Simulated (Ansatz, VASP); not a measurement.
# ScB4 in VASP and in Ansatz

```
CELL_PARAMETERS angstrom
4.02033 0.00000 0.00000
0.00000 4.02033 0.00000
0.00000 0.00000 3.08487
ATOMIC_POSITIONS crystal
Sc 0.00000 0.00000 0.50000
B 0.20226 0.50000 0.00000
B 0.79774 0.50000 0.00000
B 0.50000 0.20226 0.00000
B 0.50000 0.79774 0.00000
```

Alike in both runs: functional PBE; k mesh 10 × 10 × 12; occupations gaussian, width 0.1 eV; no spin polarisation.

Ansatz relaxed the structure, and its values are those at the end. VASP's run is a single point on that final structure, the one shown.

|  | VASP | Ansatz |
| --- | --- | --- |
| version | VASP 6.6.1 | Ansatz 0.2.0 |
| potentials or method | VASP PAW PBE potentials, release 64 (Sc_sv, B) | scalar-relativistic, plane waves, PAW |
| plane-wave cutoff (eV) | 520 | 420 |
| valence electrons in the cell | 23 | 23 |

Ansatz gave:

* gap on the k mesh at the Fermi level (eV): none
* pressure (GPa): 0.0

Problem. What did VASP give for the same quantities?

Solution. gap on the k mesh at the Fermi level (eV): none; pressure (GPa): 0.2.

A gap of «none» marks a metal or a gap that the smearing closes.
